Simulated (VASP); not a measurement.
# MnFe3: a series over U

Aim: follow the moments and the gap of MnFe3 as U grows. The start is a computed cell from the Materials Project.

Method: r2SCAN, spin-polarised from a ferrimagnetic start; plane waves and PAW (Fe, Mn), in the first sound run; inputs show where later runs differ, in VASP 6.6.1.

Report form: the programs' logs are mostly left out.

## Step 1: The starting structure

It takes space group P-6m2 (No. 187, hexagonal). The conventional cell has a = 2.470 Å, b = 2.470 Å, c = 7.827 Å, α = 90.00°, β = 90.00°, γ = 120.00°. Nearest to Fe lie 9 Fe at 2.42 to 2.47 Å and 3 Mn at 2.42 Å. Nearest to Fe lie 12 Fe at 2.42 to 2.47 Å. Nearest to Mn lie 6 Fe at 2.42 Å and 6 Mn at 2.47 Å. Farther neighbours are not listed.

As a file:

```cif
data_structure
_symmetry_space_group_name_H-M 'P 1'
_symmetry_Int_Tables_number 1
_cell_length_a 2.4703
_cell_length_b 2.4703
_cell_length_c 7.8265
_cell_angle_alpha 90.000
_cell_angle_beta 90.000
_cell_angle_gamma 120.000
_cell_volume 41.36
loop_
_atom_site_label
_atom_site_type_symbol
_atom_site_fract_x
_atom_site_fract_y
_atom_site_fract_z
_atom_site_occupancy
Fe1 Fe 0.33333 0.66667 0.74948 1
Fe2 Fe 0.33333 0.66667 0.25052 1
Fe3 Fe 0.66667 0.33333 0.50000 1
Mn4 Mn 0.66667 0.33333 0.00000 1
```

## Step 2: Series over U, start order fm, U 0

U penalises partly filled orbitals; repeating the run over U shows how far moments and gap depend on it.

Contents of INCAR:

```
SYSTEM = MnFe3
PREC = Accurate
ENCUT = 350
EDIFF = 1E-06
NELM = 150
ISMEAR = 0
SIGMA = 0.05
LREAL = .FALSE.
ALGO = Normal
METAGGA = R2SCAN
LASPH = .TRUE.
NBANDS = 29
ISPIN = 2
MAGMOM = 3 3 3 4
LMAXMIX = 4
LORBIT = 11
LWAVE = .FALSE.
LCHARG = .FALSE.
KPAR = 2
AMIX = 0.2
BMIX = 1E-04
AMIX_MAG = 0.8
BMIX_MAG = 1E-04
NEDOS = 1200
```

Contents of POSCAR:

```
MnFe3
1.0
    2.4702761989      0.0000000000      0.0000000000
   -1.2351380994      2.1393219426      0.0000000000
    0.0000000000      0.0000000000      7.8265410000
Fe Mn
3 1
Direct
    0.3333333333      0.6666666667      0.7494800000
    0.3333333333      0.6666666667      0.2505200000
    0.6666666667      0.3333333333      0.5000000000
    0.6666666667      0.3333333333      0.0000000000
```

Contents of KPOINTS:

```
Automatic mesh
0
Gamma
8 8 3
0 0 0
```

PAW data sets: Fe and Mn (PBE family, release 64).

The run is started by

```sh
$ mpirun -np 2 vasp_std
```

The job ended after 5.6 min (2 MPI ranks of Intel Xeon Platinum 8488C (Sapphire Rapids), shared host; peak memory 0.31 GiB).

The electronic loop did not meet EDIFF within NELM cycles, so this run is left out of the comparison.

## Step 3: Series over U, start order AFM, U 0

This step: r2SCAN, spin-polarised from a ferrimagnetic start; plane waves and PAW (Fe, Mn) (VASP 6.6.1).

INCAR, as its differences from that of step 2:

```diff
@@ -13,3 +13,3 @@
 ISPIN = 2
-MAGMOM = 3 3 3 4
+MAGMOM = 3 -3 3 -4
 LMAXMIX = 4
```

POSCAR is that of step 2.

KPOINTS is that of step 2.

The run is started by

```sh
$ mpirun -np 2 vasp_std
```

Wall time 77 s (2 MPI ranks); peak memory 0.3 GiB; 2.5 min of CPU time.

The magnetic state follows from one typed start and may not be the lowest. The k-mesh is coarse for a metal. SCAN-type functionals tend to overstate the moments of itinerant magnets. The PAW data sets were made with PBE, which is usual practice but a small mismatch for other functionals. The data set Mn keeps the semicore shell frozen, which is cheaper and a little less accurate.

Numbers from this step:

```yaml
electronic_cycles: 29
electrons: 31
free_energy_toten: -56.1009 eV
energy_at_zero_smearing: -56.0988 eV
fermi_energy: 7.261 eV
moment_of_the_cell_from_the_last_line_of_the_log: 0.5436 μB
labelled_metallic_from_the_levels_on_this_mesh: yes
```

Spin moment in the PAW sphere by atom:

```csv
atom,spin moment in the PAW sphere (μB)
Fe1,2.22
Fe2,-2.12
Fe3,2.20
Mn4,-1.73
```

Force by atom:

```csv
atom,x (eV/Å),y (eV/Å),z (eV/Å),size
Fe1,0.00,0.00,1.14,1.14
Fe2,0.00,0.00,0.61,0.61
Fe3,0.00,0.00,-0.72,0.72
Mn4,0.00,0.00,-1.03,1.03
```

Energy at zero smearing: -56.09880 eV.

## Step 4: Series over U, start order fm, U 1

This step: r2SCAN, DFT+U (Fe d 1 eV, Mn d 1 eV), spin-polarised from a ferromagnetic start; plane waves and PAW (Fe, Mn) (VASP 6.6.1).

INCAR, as its differences from that of step 3:

```diff
@@ -13,3 +13,9 @@
 ISPIN = 2
-MAGMOM = 3 -3 3 -4
+MAGMOM = 3 3 3 4
+LDAU = .TRUE.
+LDAUTYPE = 2
+LDAUL = 2 2
+LDAUU = 1 1
+LDAUJ = 0 0
+LDAUPRINT = 1
 LMAXMIX = 4
```

POSCAR is that of step 3.

KPOINTS is that of step 3.

The run is started by

```sh
$ mpirun -np 2 vasp_std
```

It took 78 s on 2 MPI ranks; peak memory 0.3 GiB; 2.6 min of CPU time.

A U on the itinerant d states of such a compound is hard to justify; it moves the bands at the Fermi level and favours large moments.

Energy at zero smearing: -52.79010 eV.

## Step 5: Series over U, start order AFM, U 1

This step: r2SCAN, DFT+U (Fe d 1 eV, Mn d 1 eV), spin-polarised from a ferrimagnetic start; plane waves and PAW (Fe, Mn) (VASP 6.6.1).

INCAR, as its differences from that of step 4:

```diff
@@ -13,3 +13,3 @@
 ISPIN = 2
-MAGMOM = 3 3 3 4
+MAGMOM = 3 -3 3 -4
 LDAU = .TRUE.
```

POSCAR is that of step 4.

KPOINTS is that of step 4.

The run is started by

```sh
$ mpirun -np 2 vasp_std
```

The job ended after 2.4 min (2 MPI ranks; peak memory 0.32 GiB; 4.7 min of CPU time).

Spin moment in the PAW sphere by atom:

```csv
atom,spin moment in the PAW sphere (μB)
Fe1,2.55
Fe2,-2.38
Fe3,2.55
Mn4,-1.98
```

EDIFF was met while the residual of the charge density, rms(c), still stood at 0.06, so the density had not settled and the numbers of this run are doubtful.

Energy at zero smearing: -52.52569 eV.

## Step 6: Series over U, start order fm, U 4

This step: r2SCAN, DFT+U (Fe d 4 eV, Mn d 4 eV), spin-polarised from a ferromagnetic start; plane waves and PAW (Fe, Mn) (VASP 6.6.1).

INCAR, as its differences from that of step 5:

```diff
@@ -13,8 +13,8 @@
 ISPIN = 2
-MAGMOM = 3 -3 3 -4
+MAGMOM = 3 3 3 4
 LDAU = .TRUE.
-LDAUTYPE = 2
+LDAUTYPE = 1
 LDAUL = 2 2
-LDAUU = 1 1
-LDAUJ = 0 0
+LDAUU = 4 4
+LDAUJ = 0.5 0.5
 LDAUPRINT = 1
```

POSCAR is that of step 5.

KPOINTS is that of step 5.

The run is started by

```sh
$ mpirun -np 2 vasp_std
```

It took 58 s on 2 MPI ranks; peak memory 0.31 GiB.

Spin moment in the PAW sphere by atom:

```csv
atom,spin moment in the PAW sphere (μB)
Fe1,2.85
Fe2,2.85
Fe3,2.84
Mn4,3.77
```

Energy at zero smearing: -46.38830 eV.

The run ends at a pressure of 65.55 GPa, with forces up to 0.059 eV/Å.

## Step 7: Series over U, start order AFM, U 4

This step: r2SCAN, DFT+U (Fe d 4 eV, Mn d 4 eV), spin-polarised from a ferrimagnetic start; plane waves and PAW (Fe, Mn) (VASP 6.6.1).

INCAR, as its differences from that of step 6:

```diff
@@ -13,3 +13,3 @@
 ISPIN = 2
-MAGMOM = 3 3 3 4
+MAGMOM = 3 -3 3 -4
 LDAU = .TRUE.
```

POSCAR is that of step 6.

KPOINTS is that of step 6.

The run is started by

```sh
$ mpirun -np 2 vasp_std
```

Elapsed: 81 s, on 2 MPI ranks; peak memory 0.31 GiB; 2.7 min of CPU time.

Spin moment in the PAW sphere by atom:

```csv
atom,spin moment in the PAW sphere (μB)
Fe1,2.79
Fe2,-2.98
Fe3,2.88
Mn4,-3.96
```

Energy at zero smearing: -45.80928 eV.

The run ends at a pressure of 68.68 GPa, with forces up to 0.28 eV/Å.

## Step 8: Series over U, start order fm, U 6

This step: r2SCAN, DFT+U (Fe d 6 eV, Mn d 6 eV), spin-polarised from a ferromagnetic start; plane waves and PAW (Fe, Mn) (VASP 6.6.1).

INCAR, as its differences from that of step 7:

```diff
@@ -13,8 +13,8 @@
 ISPIN = 2
-MAGMOM = 3 -3 3 -4
+MAGMOM = 3 3 3 4
 LDAU = .TRUE.
-LDAUTYPE = 1
+LDAUTYPE = 2
 LDAUL = 2 2
-LDAUU = 4 4
-LDAUJ = 0.5 0.5
+LDAUU = 6 6
+LDAUJ = 0 0
 LDAUPRINT = 1
```

POSCAR is that of step 7.

KPOINTS is that of step 7.

The run is started by

```sh
$ mpirun -np 2 vasp_std
```

Elapsed: 54 s, on 2 MPI ranks; peak memory 0.3 GiB.

Spin moment in the PAW sphere by atom:

```csv
atom,spin moment in the PAW sphere (μB)
Fe1,3.14
Fe2,3.14
Fe3,3.21
Mn4,4.16
```

Energy at zero smearing: -41.11074 eV.

The run ends at a pressure of 83.29 GPa, with forces up to 0.36 eV/Å.

## Step 9: Series over U, start order AFM, U 6

This step: r2SCAN, DFT+U (Fe d 6 eV, Mn d 6 eV), spin-polarised from a ferrimagnetic start; plane waves and PAW (Fe, Mn) (VASP 6.6.1).

INCAR, as its differences from that of step 8:

```diff
@@ -13,3 +13,3 @@
 ISPIN = 2
-MAGMOM = 3 3 3 4
+MAGMOM = 3 -3 3 -4
 LDAU = .TRUE.
```

POSCAR is that of step 8.

KPOINTS is that of step 8.

The run is started by

```sh
$ mpirun -np 2 vasp_std
```

It took 89 s on 2 MPI ranks; peak memory 0.31 GiB.

Spin moment in the PAW sphere by atom:

```csv
atom,spin moment in the PAW sphere (μB)
Fe1,3.08
Fe2,-3.16
Fe3,3.23
Mn4,-4.28
```

Energy at zero smearing: -40.50597 eV.

The run ends at a pressure of 84.93 GPa, with forces up to 0.33 eV/Å.

## Step 10: Series over U, start order fm, U 8

This step: r2SCAN, DFT+U (Fe d 8 eV, Mn d 8 eV), spin-polarised from a ferromagnetic start; plane waves and PAW (Fe, Mn) (VASP 6.6.1).

INCAR, as its differences from that of step 9:

```diff
@@ -13,3 +13,3 @@
 ISPIN = 2
-MAGMOM = 3 -3 3 -4
+MAGMOM = 3 3 3 4
 LDAU = .TRUE.
@@ -17,3 +17,3 @@
 LDAUL = 2 2
-LDAUU = 6 6
+LDAUU = 8 8
 LDAUJ = 0 0
```

POSCAR is that of step 9.

KPOINTS is that of step 9.

The run is started by

```sh
$ mpirun -np 2 vasp_std
```

It took 68 s on 2 MPI ranks; peak memory 0.3 GiB; 2.2 min of CPU time.

Spin moment in the PAW sphere by atom:

```csv
atom,spin moment in the PAW sphere (μB)
Fe1,3.22
Fe2,3.22
Fe3,3.32
Mn4,4.31
```

Energy at zero smearing: -37.84375 eV.

The run ends at a pressure of 89.11 GPa, with forces up to 0.52 eV/Å.

## Step 11: Series over U, start order AFM, U 8

This step: r2SCAN, DFT+U (Fe d 8 eV, Mn d 8 eV), spin-polarised from a ferrimagnetic start; plane waves and PAW (Fe, Mn) (VASP 6.6.1).

INCAR, as its differences from that of step 10:

```diff
@@ -13,3 +13,3 @@
 ISPIN = 2
-MAGMOM = 3 3 3 4
+MAGMOM = 3 -3 3 -4
 LDAU = .TRUE.
```

POSCAR is that of step 10.

KPOINTS is that of step 10.

The run is started by

```sh
$ mpirun -np 2 vasp_std
```

Elapsed: 95 s, on 2 MPI ranks; peak memory 0.31 GiB.

Energy at zero smearing: -37.40728 eV.

The run ends at a pressure of 96.60 GPa, with forces up to 0.67 eV/Å.

## Step 12: Summary

This step: DFT+U series, r2SCAN; plane waves and PAW (VASP 6.6.1).

This step runs nothing: it gathers the runs above.

Energies at different U are not comparable. U series, by row:

```csv
U (eV),J (eV),LDAUTYPE,start,energy (eV/atom),mean moment (μB),gap on the mesh (eV),pressure (GPa)
0,0,-,afm,-14.02,2.066,0,21.68
1,0,2,fm,-13.2,2.886,0,54.55
1,0,2,afm,-13.13,2.366,0,31.58
4,0.5,1,fm,-11.6,3.08,0,65.55
4,0.5,1,afm,-11.45,3.151,0,68.68
6,0,2,fm,-10.28,3.414,0,83.29
6,0,2,afm,-10.13,3.437,0,84.93
8,0,2,fm,-9.461,3.517,0,89.11
8,0,2,afm,-9.352,3.643,0,96.6
```

## Step 13: Results

```
U = 0 eV, J = 0 eV, afm start   : mean size of the moments 2.07 μB
U = 1 eV, J = 0 eV, fm start    : mean size of the moments 2.89 μB
U = 1 eV, J = 0 eV, afm start   : mean size of the moments 2.37 μB
U = 4 eV, J = 0.5 eV, fm start  : mean size of the moments 3.08 μB
U = 4 eV, J = 0.5 eV, afm start : mean size of the moments 3.15 μB
U = 6 eV, J = 0 eV, fm start    : mean size of the moments 3.41 μB
U = 6 eV, J = 0 eV, afm start   : mean size of the moments 3.44 μB
U = 8 eV, J = 0 eV, fm start    : mean size of the moments 3.52 μB
U = 8 eV, J = 0 eV, afm start   : mean size of the moments 3.64 μB
```

In words: At U = 4, 6 and 8 eV the two starts end 0.11 to 0.15 eV an atom apart. So large a difference can come from other orbital or spin states as well as from the order, so the rows below need not follow one state over U. In the runs at U = 1, J = 0 eV (afm) the charge density had not settled, so their rows mean little. For the ferromagnetic start without J, from U = 1 to 8 eV the mean moment goes from 2.89 to 3.52 μB, the cell stays metallic, and the pressure goes from 54.6 to 89.1 GPa. A jump between neighbouring rows can also mean that the runs ended in different spin or orbital states. U acts inside the PAW spheres, so the same number means something else in a code with other projectors.

[Lines on the potential files, build, host, timing and source positions are cut from VASP's logs without a mark.]

[Logs are printed without paths, hosts, clocks, repeated set-up lines and the standing remarks that a program may print on its own settings, such as how far it seeks lower states.]

[Hosts, paths, dates, database ids (printed as entryN), source tags and the programs' standing remarks are cut or masked in the printed files.]

[In band tables of VASP the shares of atoms and orbitals are scaled to a sum of 1 inside the atoms' spheres.]

[Runs that stopped without an error message from VASP are left out.]
